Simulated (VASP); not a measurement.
NbN (rock salt): the lattice constant a from VASP (plane waves, PAW) at several levels of theory. Static lattice.  The measured value holds thermal and zero-point effects that the static calculation lacks.

| level | lattice constant a (Å) | error against measurement |
|---|---|---|
| LDA | 4.357 | -0.8 % |
| PBE | 4.420 | +0.7 % |
| PBEsol | 4.379 | -0.3 % |
| revPBE | 4.435 | +1.0 % |
| RPBE | 4.440 | +1.1 % |
| AM05 | 4.372 | -0.4 % |
| PW91 | 4.424 | +0.8 % |
| PBE-D3 (zero damping) | 4.389 | -0.0 % |
| PBE-D3(BJ) | 4.383 | -0.2 % |
| PBE-D4 | 4.387 | -0.1 % |
| optB88-vdW | 4.426 | +0.8 % |
| optB86b-vdW | 4.405 | +0.3 % |
| vdW-DF2 | 4.519 | +2.9 % |
| rev-vdW-DF2 | 4.406 | +0.3 % |
| vdW-DF-cx | 4.391 | -0.0 % |

Measured: 4.391 Å (as given by John G. Wright et al., Physical Review Materials (2023), doi:10.1103/physrevmaterials.7.074803).

The cell of the LDA run:

```
NbN
1.0
    0.00000     2.17829     2.17829
    2.17829     0.00000     2.17829
    2.17829     2.17829     0.00000
Nb N
1 1
Direct
  0.00000   0.00000   0.00000
  0.50000   0.50000   0.50000
```

Only levels that ran to the end are used. Left out are those held back, those with too coarse a band path, GW runs whose mesh misses a band edge, hybrids' fits of cells that aren't cubic and levels without matching references; a question may draw on a part of the rest.

The compound is NbN in the rock salt structure, the cubic δ form, which competes with hexagonal ones.
